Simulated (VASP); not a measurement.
Level of theory: PBE GGA, VASP's PBE PAW potentials (set 64) (plane waves; VASP).

Input for VASP

**INCAR**
```
# general
SYSTEM =CdSe
PREC   =Accurate
ENCUT  =400   # plane-wave cut-off (eV)
LREAL  =.FALSE.
LASPH  =.TRUE.   # aspherical one-centre terms
NELECT =18.5

# electronic loop
EDIFF  =1E-6   # SCF stop (eV)
NELM   =100
ALGO   =Normal   # blocked Davidson
LMAXMIX=4   # l cut-off of mixed one-centre charges

# smearing
ISMEAR =0   # Gaussian
SIGMA  =0.05   # width (eV)

# functional
GGA    =PE

# ions
ISIF   =2   # forces and stress, cell fixed

# output
LWAVE  =.FALSE.
LCHARG =.FALSE.
```

KPOINTS:
```
Automatic mesh
0
Gamma
7 7 7
0 0 0
```

### POSCAR
```
CdSe
1
    0.0000000000     3.0250000000     3.0250000000
    3.0250000000     0.0000000000     3.0250000000
    3.0250000000     3.0250000000     0.0000000000
Cd Se
1 1
Direct
  0.0000000000   0.0000000000   0.0000000000
  0.2500000000   0.2500000000   0.2500000000
```

POTCAR, in this order: Cd Se (PBE.64 set). Program: vasp_std.

Output

File OSZICAR:
```
       N       E                     dE             d eps       ncg     rms          rms(c)
DAV:   1     0.100144724470E+03    0.10014E+03   -0.80793E+03   528   0.102E+03
DAV:   2    -0.939511199842E-01   -0.10024E+03   -0.97136E+02   595   0.279E+02
DAV:   3    -0.402270982827E+01   -0.39288E+01   -0.39214E+01   590   0.574E+01
DAV:   4    -0.404153731688E+01   -0.18827E-01   -0.18825E-01   610   0.388E+00
DAV:   5    -0.404164685680E+01   -0.10954E-03   -0.10954E-03   575   0.267E-01    0.814E+00
DAV:   6    -0.362523307900E+01    0.41641E+00   -0.93125E-01   533   0.101E+01    0.568E+00
DAV:   7    -0.360798416124E+01    0.17249E-01   -0.21258E-01   550   0.343E+00    0.244E+00
DAV:   8    -0.360713366746E+01    0.85049E-03   -0.20844E-02   565   0.218E+00    0.289E-01
DAV:   9    -0.360682678035E+01    0.30689E-03   -0.15361E-03   615   0.638E-01    0.107E-01
DAV:  10    -0.360691255698E+01   -0.85777E-04   -0.34143E-04   570   0.210E-01    0.291E-02
DAV:  11    -0.360692139479E+01   -0.88378E-05   -0.61946E-05   530   0.122E-01    0.738E-03
DAV:  12    -0.360692643032E+01   -0.50355E-05   -0.10692E-05   565   0.274E-02    0.536E-03
DAV:  13    -0.360692653993E+01   -0.10960E-06   -0.11257E-06   415   0.743E-03
   1 F= -.36069265E+01 E0= -.36049978E+01  d E =-.385744E-02
```

File OUTCAR:
```
------------------------ aborting loop because EDIFF is reached ----------------------------------------
  FORCE on cell =-STRESS in cart. coord.  units (eV):
  Direction    XX          YY          ZZ          XY          YZ          ZX
  --------------------------------------------------------------------------------------
  Total        6.2701736      6.2701736      6.2701736      0.0000000      0.0000000      0.0000000
  in kB      181.4612991    181.4612991    181.4612991      0.0000000      0.0000000      0.0000000
  external PRESSURE =     181.4612991 kB  Pullay stress =       0.0000000 kB
  volume of cell :       55.36
      direct lattice vectors                 reciprocal lattice vectors
     0.000000000  3.025000000  3.025000000    -0.165289256  0.165289256  0.165289256
     3.025000000  0.000000000  3.025000000     0.165289256 -0.165289256  0.165289256
     3.025000000  3.025000000  0.000000000     0.165289256  0.165289256 -0.165289256
  FREE ENERGIE OF THE ION-ELECTRON SYSTEM (eV)
  ---------------------------------------------------
  free  energy   TOTEN  =        -3.6069265399 eV

  energy  without entropy=       -3.6030691020  energy(sigma->0) =       -3.60499782
```
(Selected blocks of OUTCAR.)

File OUTCAR:
```
 val. band max:        3.9348945941   @ k =   0.2857   0.1429   0.0000

 cond. band min:       4.1211655894   @ k =   0.4286   0.1429   0.0000


 Fermi energy:         4.0948449172

 k-point     1 :       0.0000    0.0000    0.0000
  band No.  band energies     occupation
      1     -11.6430      2.00000
      2      -6.9123      2.00000
      3      -6.9123      2.00000
      4      -6.9123      2.00000
      5      -6.5168      2.00000
      6      -6.5168      2.00000
      7       1.0521      2.00000
      8       1.0521      2.00000
      9       1.0521      2.00000
     10       1.4828      2.00000
     11       6.8252      0.00000
     12       6.8252      0.00000
     13       6.8252      0.00000

 k-point     2 :       0.1429    0.0000    0.0000
  band No.  band energies     occupation
      1     -11.5674      2.00000
      2      -6.8891      2.00000
      3      -6.8891      2.00000
      4      -6.8516      2.00000
      5      -6.5184      2.00000
      6      -6.5184      2.00000
      7      -0.4584      2.00000
      8       0.8813      2.00000
      9       0.8813      2.00000
     10       2.6818      2.00000
     11       6.5678      0.00000
     12       7.0891      0.00000
     13       7.0891      0.00000

 k-point     3 :       0.2857    0.0000    0.0000
  band No.  band energies     occupation
      1     -11.3945      2.00000
      2      -6.8432      2.00000
      3      -6.8432      2.00000
      4      -6.6306      2.00000
      5      -6.5119      2.00000
      6      -6.5119      2.00000
      7      -2.1398      2.00000
      8       0.5389      2.00000
      9       0.5389      2.00000
     10       3.2789      2.00000
     11       7.0462      0.00000
     12       7.3824      0.00000
     13       7.3824      0.00000

 k-point     4 :       0.4286    0.0000    0.0000
  band No.  band energies     occupation
      1     -11.2536      2.00000
      2      -6.8164      2.00000
      3      -6.8164      2.00000
...
```

The cell is charged, with a uniform compensating background.

The compound is CdSe in the zinc blende structure, whereas wurtzite is the usual form. The cell was not relaxed at this level. The run is one of a series of settings (NELECT = 18.5 against the base run), some of them coarse on purpose.
